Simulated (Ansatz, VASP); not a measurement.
## Si: VASP beside Ansatz

```
Si
1.0
     3.76637    0.00000    0.00000
    -1.88318    3.26177    0.00000
     0.00000    0.00000    6.22527
Si
4
Cartesian
  0.0000 2.1745 0.3922
  1.8832 1.0873 3.5049
  0.0000 2.1745 2.7204
  1.8832 1.0873 5.8330
```

This isn't the form of Si at room conditions, which is diamond.

Alike in both runs: task single point; functional LDA; k mesh 7 × 7 × 4; no spin polarisation.

```csv
,VASP,Ansatz
version,VASP 6.6.1,Ansatz 0.2.0
potentials or method,"VASP PAW LDA potentials, release 64 (Si)","plane waves, PAW"
plane-wave cutoff (eV),520,550
occupations,"fermi-dirac, width 0.1 eV",fermi-dirac
valence electrons in the cell,16,16
```

|  | VASP | Ansatz | Ansatz less VASP |
| --- | --- | --- | --- |
| pressure (GPa) | 3.0 | 3.0 | -0.06 |

Ansatz warned: «structure_snapped_to_symmetry».
